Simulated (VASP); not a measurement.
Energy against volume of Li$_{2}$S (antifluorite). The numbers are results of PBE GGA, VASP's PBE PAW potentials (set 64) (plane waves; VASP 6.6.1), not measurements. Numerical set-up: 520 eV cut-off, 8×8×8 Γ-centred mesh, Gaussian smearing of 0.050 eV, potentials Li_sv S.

```csv
V (Å³/atom),E (eV/atom)
15.004,-3.99664
15.468,-3.99867
15.932,-3.99715
16.396,-3.99254
```

Fit these four points and predict the energy of the run at 14.540 Å³/atom.

A cubic in V^(−2/3), the third-order Birch-Murnaghan form, passes through the four points with V0 = 15.49 Å³/atom and B0 = 41 GPa, and gives -3.9905 eV/atom there. The run gave -3.9905 eV/atom, +0.0 meV/atom from the fit; all five points give B0 = 41 GPa.

The compound is Li2S in the antifluorite structure. It was relaxed first.
